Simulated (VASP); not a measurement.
A run of VASP 6.6.1 is set up as follows.

INCAR

```
PREC = Accurate
ENCUT = 520
EDIFF = 1E-8
ISMEAR = -1
SIGMA = 0.02
LREAL = False
LASPH = True
NELM = 80
ALGO = Fast
ISIF = 2
LWAVE = False
LCHARG = False
GGA = 91
IVDW = 12
VDW_S6 = 1.0
VDW_S8 = 1.9598
VDW_A1 = 0.6319
VDW_A2 = 4.5718
LEPSILON = True
```

File KPOINTS:

```
regular mesh
0
Gamma
  8 8 3
```

File POSCAR:

```
SrMg3O4
1.0
    3.3014960000      0.0000000000      0.0000000000
    0.0000000000      3.3014960000      0.0000000000
    0.0000000000      0.0000000000      8.9796080000
Sr Mg O
1 3 4
Direct
    0.0000000000      0.0000000000      0.0000000000
    0.5000000000      0.5000000000      0.2723470000
    0.0000000000      0.0000000000      0.5000000000
    0.5000000000      0.5000000000      0.7276530000
    0.5000000000      0.5000000000      0.5000000000
    0.0000000000      0.0000000000      0.7250160000
    0.5000000000      0.5000000000      0.0000000000
    0.0000000000      0.0000000000      0.2749840000
```

Potentials or basis: VASP PAW PBE potentials, release 64 (Sr_sv, Mg, O).

Launch:

```bash
$ cat potpaw_PBE.64/Sr_sv/POTCAR potpaw_PBE.64/Mg/POTCAR potpaw_PBE.64/O/POTCAR > POTCAR
$ mpirun -np 1 vasp_std > vasp.out
```

Task: What does it give for the electronic dielectric tensor (diagonal)?

Result: 3.68, 3.68, 3.49.

Task: Predict the Born charges (mean of the diagonal).

Result: Sr +2.40; Mg +2.12, +2.07; O -2.10, -2.12, -2.36 e.

Task: Estimate the band gap on the k mesh.

Result: 2.18 eV, indirect (least direct gap 2.37 eV).

Task: Estimate the dispersion energy per atom.

Result: -0.173 eV.

Electronic dielectric tensor:
```
3.68 0.00 0.00
0.00 3.68 0.00
0.00 0.00 3.49
```

Caveat: an odd mesh through Γ misses points on the zone boundary, where band edges often lie. PW91 gaps usually lie below the measured ones, often by a third to a half.
